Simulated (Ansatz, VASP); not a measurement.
MoOs: VASP beside Ansatz

```
CELL_PARAMETERS angstrom
2.78176 0.00000 0.00000
-1.39088 2.40907 0.00000
0.00000 0.00000 4.50706
ATOMIC_POSITIONS crystal
Mo 0.66667 0.33333 0.50000
Os 0.33333 0.66667 0.00000
```

The cell comes from a database or a generator and needn't be the stable form of this composition.

Alike in both runs: task single point; functional LDA; k mesh 21 × 21 × 12; occupations gaussian, width 0.15 eV; no spin polarisation.

|  | VASP | Ansatz |
| --- | --- | --- |
| version | VASP 6.6.1 | Ansatz 0.2.0 |
| potentials or method | VASP PAW LDA potentials, release 64 (Mo_sv, Os) | scalar-relativistic, plane waves, PAW |
| plane-wave cutoff (eV) | 520 | 420 |
| valence electrons in the cell | 22 | 30 |

Ansatz gave:

```
gap on the k mesh at the Fermi level (eV)       : none
pressure (GPa)                                  : -16.4
largest component of the traceless stress (GPa) : 1.70
```

**Question.** What did VASP give for the same quantities?

**Answer.** gap on the k mesh at the Fermi level (eV): none; pressure (GPa): -15.6; largest component of the traceless stress (GPa): 1.79.

A gap of «none» marks a metal or a gap that the smearing closes. The two sets of potentials don't hold the same shells in valence.

Caveats: so large a pressure means that the cell lies far from this level's equilibrium, or that cutoff or potentials fall short (VASP). The runs have no spin-orbit coupling, so splittings on Os are missing.
